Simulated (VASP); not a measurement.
Data:

```
NaCl
1.0
    3.44017     0.00000     0.00000
    0.00000     3.44017     0.00000
    0.00000     0.00000     3.44017
Na Cl
1 1
Direct
  0.00000   0.00000   0.00000
  0.50000   0.50000   0.50000
```

Computed with PBEsol GGA, VASP's PBE PAW potentials (set 64) (plane waves; VASP). Run with 400 eV cut-off, 9×9×9 Γ-centred mesh, tetrahedra with Blöchl corrections, potentials Na_pv Cl.

Task: Predict the energy per atom (σ→0).

Result: 
```json
{
 "energy per atom (σ→0)": "-324.7 kJ/mol-atom"
}
```

Total energies compare only between runs with the same potentials, cut-off and functional.

The structure was generated: NaCl was put into the CsCl type type (Pm-3m), which need not be its known phase. It was relaxed first.
